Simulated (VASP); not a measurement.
A run of VASP 6.6.1 is set up as follows.

The input POSCAR:

```
TiTe2
1.0
    3.7770000000      0.0000000000      0.0000000000
   -1.8885000000      3.2709779500      0.0000000000
    0.0000000000      0.0000000000      6.4980000000
Ti Te
1 2
Direct
    0.0000000000      0.0000000000      0.0000000000
    0.6666666700      0.3333333300      0.2628000000
    0.3333333300      0.6666666700      0.7372000000
```

Contents of INCAR.step1:

```
SYSTEM = TiTe2
  PREC = Accurate
  ENCUT = 520
  EDIFF = 1E-5
  ISMEAR = 0
  SIGMA = 0.02
  LREAL = .FALSE.
  LASPH = .TRUE.
  NELM = 80
  ALGO = Normal
  ISIF = 2
  LWAVE = .TRUE.
  LCHARG = .FALSE.
  LMAXMIX = 4
  GGA = PE
```

The input INCAR.step2:

```
SYSTEM = TiTe2
  PREC = Accurate
  ENCUT = 520
  EDIFF = 1E-7
  ISMEAR = 0
  SIGMA = 0.02
  LREAL = .FALSE.
  LASPH = .TRUE.
  NELM = 80
  ALGO = Normal
  ISIF = 2
  LWAVE = .FALSE.
  LCHARG = .FALSE.
  LMAXMIX = 4
  GGA = PE
  LHFCALC = .TRUE.
  HFSCREEN = 0.2
  PRECFOCK = Fast
  ISTART = 1
```

KPOINTS

```
Automatic mesh
0
G
  6 6 4
  0 0 0
```

The input KPOINTS_OPT:

```
path GMKGALHA,LM,KH
8
line-mode
reciprocal
 0.0000000000  0.0000000000  0.0000000000  G
 0.5000000000  0.0000000000  0.0000000000  M

 0.5000000000  0.0000000000  0.0000000000  M
 0.3333333333  0.3333333333  0.0000000000  K

 0.3333333333  0.3333333333  0.0000000000  K
 0.0000000000  0.0000000000  0.0000000000  G

 0.0000000000  0.0000000000  0.0000000000  G
 0.0000000000  0.0000000000  0.5000000000  A

 0.0000000000  0.0000000000  0.5000000000  A
 0.5000000000  0.0000000000  0.5000000000  L

 0.5000000000  0.0000000000  0.5000000000  L
 0.3333333333  0.3333333333  0.5000000000  H

 0.3333333333  0.3333333333  0.5000000000  H
 0.0000000000  0.0000000000  0.5000000000  A

 0.5000000000  0.0000000000  0.5000000000  L
 0.5000000000  0.0000000000  0.0000000000  M

 0.3333333333  0.3333333333  0.0000000000  K
 0.3333333333  0.3333333333  0.5000000000  H
```

Potentials or basis: VASP PAW PBE potentials, release 64 (Ti_sv, Te).

Command:

```console
$ cat potpaw_PBE.64/Ti_sv/POTCAR potpaw_PBE.64/Te/POTCAR > POTCAR
$ cp INCAR.step1 INCAR
$ mpirun -np 1 vasp_std > vasp.out
$ cp INCAR.step2 INCAR
$ mpirun -np 1 vasp_std > vasp.out
```

**Question.** Estimate the largest force.

**Answer.** 0.332 eV/Å.

**Question.** What does it give for the band gap along the path?

**Answer.** None (metal or under the smearing width).

Forces in eV/Å, atoms in the order of the input:
```
Ti   0.000  0.000  0.000
Te   0.000  0.000 -0.332
Te   0.000  0.000  0.332
```

Caveat: the PAW data sets were made with another functional, which shifts forces and pressure a little; spin-orbit coupling is left out, which moves the levels of the heavy elements.
